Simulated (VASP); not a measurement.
```xyz
2
Lattice="3.0692 0.0000 0.0000 0.0000 3.0692 0.0000 0.0000 0.0000 3.0692" Properties=species:S:1:pos:R:3 pbc="T T T"
Zn     1.5346     1.5346     1.5346
Cu     0.0000     0.0000     0.0000
```

Level of theory: vdW-DF2, VASP's PBE PAW potentials (set 64) (plane waves; VASP). Run with 520 eV cut-off, 11×11×11 Γ-centred mesh, first-order Methfessel-Paxton smearing of 0.10 eV, potentials Zn Cu.

Problem. What does the run give for the energy per atom (σ→0), band gap (on the k-mesh) with the smallest direct gap where there is one?

Solution. 
```yaml
band gap (on the k-mesh): none (metal, semimetal or under 0.01 eV)
energy per atom (σ→0): 0.979 eV/atom
```

Only differences to runs with the same potentials and settings are physical.

The compound is CuZn in the CsCl type structure. It was relaxed first, which changed the volume by +13 %. The start is the result of an earlier pass. The electron count is odd and the run is not spin-polarised, which forces a metal.
